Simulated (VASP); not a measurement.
A convergence study with VASP on HgTe (zinc blende): one setting is varied, all else stays as given below, so the limit is that of these other settings.

```
CELL_PARAMETERS angstrom
      0.00000     3.23000     3.23000
      3.23000     0.00000     3.23000
      3.23000     3.23000     0.00000
ATOMIC_POSITIONS crystal
  Hg 0.00000 0.00000 0.00000
  Te 0.25000 0.25000 0.25000
```

Calculation: LDA (Ceperley-Alder, Perdew-Zunger), VASP's LDA PAW potentials (set 64) (plane waves; VASP 6.6.1). The tightest run used: 550 eV cut-off, 16×16×16 Γ-centred mesh, Gaussian smearing of 0.050 eV, potentials Hg Te.

**Question.** The settings run are 1×1×1 mesh; 2×2×2 mesh; 3×3×3 mesh; 4×4×4 mesh; 5×5×5 mesh; 6×6×6 mesh; 7×7×7 mesh; 8×8×8 mesh; 9×9×9 mesh; 10×10×10 mesh; 11×11×11 mesh; 12×12×12 mesh; 13×13×13 mesh; 14×14×14 mesh; 15×15×15 mesh; 16×16×16 mesh. From which on does the stress (every component) stay within 0.1 GPa of the tightest run?

**Answer.** From 6×6×6 mesh on: it is off by 0.07 there and by no more than 0.1 in any finer run, while 5×5×5 mesh is off by 0.18.
| setting | E (eV/atom) | pressure (GPa) | irreducible k-points | difference judged (GPa) |
|---|---|---|---|---|
| 1×1×1 mesh | 3.4978 | 51.20 | 1 | 51.49 |
| 2×2×2 mesh | -1.7980 | 5.07 | 3 | 5.36 |
| 3×3×3 mesh | -2.3509 | 1.12 | 4 | 1.41 |
| 4×4×4 mesh | -2.4690 | 0.18 | 8 | 0.47 |
| 5×5×5 mesh | -2.5015 | -0.11 | 10 | 0.18 |
| 6×6×6 mesh | -2.5122 | -0.22 | 16 | 0.07 |
| 7×7×7 mesh | -2.5162 | -0.25 | 20 | 0.04 |
| 8×8×8 mesh | -2.5178 | -0.27 | 29 | 0.02 |
| 9×9×9 mesh | -2.5186 | -0.28 | 35 | 0.01 |
| 10×10×10 mesh | -2.5189 | -0.28 | 47 | 0.01 |
| 11×11×11 mesh | -2.5191 | -0.29 | 56 | 0.00 |
| 12×12×12 mesh | -2.5192 | -0.29 | 72 | 0.00 |
| 13×13×13 mesh | -2.5193 | -0.29 | 84 | 0.00 |
| 14×14×14 mesh | -2.5193 | -0.29 | 104 | 0.00 |
| 15×15×15 mesh | -2.5193 | -0.29 | 120 | 0.00 |
| 16×16×16 mesh | -2.5193 | -0.29 | 145 | 0.00 |

Left out are rungs that failed or repeat a setting and relaxations that didn't move; long series are thinned to 24 rows.

The compound is HgTe in the zinc blende structure. The cell was not relaxed at this level.
